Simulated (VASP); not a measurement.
Data:

```xyz
2
Lattice="2.3522 1.3581 4.0258 -2.3522 1.3581 4.0258 0.0000 -2.7161 4.0258" Properties=species:S:1:pos:R:3 pbc="T T T"
Gd     0.0000     0.0000     9.2079
Bi     0.0000     0.0000     2.8696
```

The numbers are results of PBEsol GGA, VASP's PBE PAW potentials (set 64) (plane waves; VASP), not measurements. Numerical set-up: 400 eV cut-off, 9×9×9 Γ-centred mesh, first-order Methfessel-Paxton smearing of 0.10 eV, potentials Gd_3 Bi_d.

The 4f electrons are frozen in the core of the lanthanide potential, so 4f levels, which can set the real gap, and their magnetism are missing. Energy and stress use the plane-wave basis of the starting cell.

Q: The ions, cell shape and volume are relaxed. Which structure does the run end with?

A: 
```xyz
2
Lattice="2.2181 1.2806 3.6211 -2.2181 1.2806 3.6211 0.0000 -2.5612 3.6211" Properties=species:S:1:pos:R:3 pbc="T T T"
Gd     0.0000     0.0000     8.1472
Bi     0.0000     0.0000     2.7161
```
Space group Fm-3m (225), at a tolerance of 0.03 Å.

Q: How do energy and volume change from the first to the last step?

A: The energy (σ→0) changes by -286.0 meV/atom and the volume by -20.0 %, in 11 ionic steps.

```csv
step,E(σ→0) (eV),max force (eV/Å),pressure (GPa),volume (Å³)
1,-10.6777,0.433,-7.40,77.16
2,-11.0671,1.307,4.27,58.92
3,-11.1024,1.109,0.61,62.30
4,-11.2047,0.657,0.87,61.09
5,-11.2354,0.139,1.77,59.91
6,-11.2413,0.002,-1.35,63.11
7,-11.2469,0.051,-0.13,61.77
8,-11.2486,0.021,-0.08,61.71
9,-11.2497,0.035,0.03,61.61
10,-11.2498,0.014,-0.01,61.68
11,-11.2498,0.002,-0.05,61.71
```

The structure was generated: GdBi was put into the alpha-GeTe type (R3m), which need not be its known phase. This run relaxes it. It ends in space group Fm-3m. Symmetry was kept, so distortions that lower it aren't found.
